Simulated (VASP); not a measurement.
The input files of a VASP run:

POSCAR:
```
PbO
1
    3.5435496005     0.0000000000     0.0000000000
   -1.7717748003     3.0688042619     0.0000000000
    0.0000000000     0.0000000000     6.4214973933
Pb O
2 2
Direct
  0.0000000000   0.0000000000   0.0000000000
  0.0000000000   0.0000000000   0.5000000000
  0.3333330000   0.6666670000   0.2500000000
  0.6666670000   0.3333330000   0.7500000000
```

INCAR:
```
LMAXMIX = 4   ! l cut-off of mixed one-centre charges
LCHARG = .FALSE.
GGA = PS   ! PBEsol
ISIF = 3
ENCUT = 620
ALGO = Normal   ! blocked Davidson
NSW = 40
EDIFF = 1E-6   ! SCF stop (eV)
ISMEAR = 1   ! Methfessel-Paxton
LREAL = .FALSE.
PREC = Accurate
IBRION = 2
SIGMA = 0.1   ! width (eV)
LWAVE = .FALSE.
SYSTEM = PbO
LASPH = .TRUE.
NELM = 100   ! most electronic steps
EDIFFG = -0.02
```

### KPOINTS
```
Automatic
0
G
10 10 5
0 0 0
```

POTCAR, in this order: Pb_d O (PBE.64 set). Program: vasp_std.

Question: Translate this PBEsol calculation to Ansatz.

Answer: One equivalent input (not run):
Ansatz 0.2 input:
```yaml
crystal:
  lattice:
    - [3.5435496, 0.0000000, 0.0000000]
    - [-1.7717748, 3.0688043, 0.0000000]
    - [0.0000000, 0.0000000, 6.4214974]
  atoms:
    - { symbol: Pb, position: [0.0000000, 0.0000000, 0.0000000] }
    - { symbol: Pb, position: [0.0000000, 0.0000000, 0.5000000] }
    - { symbol: O, position: [0.3333330, 0.6666670, 0.2500000] }
    - { symbol: O, position: [0.6666670, 0.3333330, 0.7500000] }
kpoints:
  mp_grid: { grid: [10, 10, 5] }
hamiltonian:
  xc: pbesol
  pseudopotentials: { kind: paw }
scf:
  occupations: { method: methfessel_paxton, width: 0.1 }
  max_iter: 100
relax:
  max_steps: 40
  f_tol: 0.02
  cell: {}
output: { forces: true, stress: true, eigenvalues: true }
```
Limits of the translation: each code has its own PAW files, so the cut-off isn't converted (ENCUT is set for VASP's; basis.ecutwfc is left out, and Ansatz then takes the one that its files recommend); Ansatz stops its SCF on the density residual and VASP on the energy change (EDIFF).

The structure was generated: PbO was put into the NiAs type type (P6_3/mmc), which need not be its known phase. This run relaxes it. Symmetry was kept, so distortions that lower it aren't found.
